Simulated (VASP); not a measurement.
```xyz
6
Lattice="-1.9389 1.9389 4.9440 1.9389 -1.9389 4.9440 1.9389 1.9389 -4.9440" Properties=species:S:1:pos:R:3 pbc="T T T"
Ti     0.0000     1.9389     2.4720
Ti     0.0000     0.0000     0.0000
O      0.0000     1.9389     0.4285
O      0.0000     0.0000     7.8445
O      0.0000     0.0000     2.0435
O      0.0000     1.9389     4.5155
```

The numbers are results of PW91 GGA, VASP's PBE PAW potentials (set 64) (plane waves; VASP), not measurements. Settings: 520 eV cut-off, 8×8×8 Γ-centred mesh, Gaussian smearing of 0.050 eV, potentials Ti_sv O.

Task: The ions and cell shape at fixed volume are relaxed. Predict the relaxed structure.

Result: 
```xyz
6
Lattice="-1.9238 1.9238 5.0217 1.9238 -1.9238 5.0217 1.9238 1.9238 -5.0217" Properties=species:S:1:pos:R:3 pbc="T T T"
Ti     0.0000     1.9238     2.5108
Ti     0.0000     0.0000     0.0000
O      0.0000     1.9238     0.4753
O      0.0000     0.0000     8.0078
O      0.0000     0.0000     2.0355
O      0.0000     1.9238     4.5463
```
Space group I4_1/amd (141), at a tolerance of 0.03 Å.

Task: How much energy does the relaxation gain?

Result: The energy (σ→0) changes by -3.6 meV/atom, in 6 ionic steps.

The compound is TiO2 in the anatase structure, one of several forms; rutile is the usual stable one. This cell is one point of a volume scan, at 1.06 of the reference volume. Symmetry was kept, so distortions that lower it aren't found.
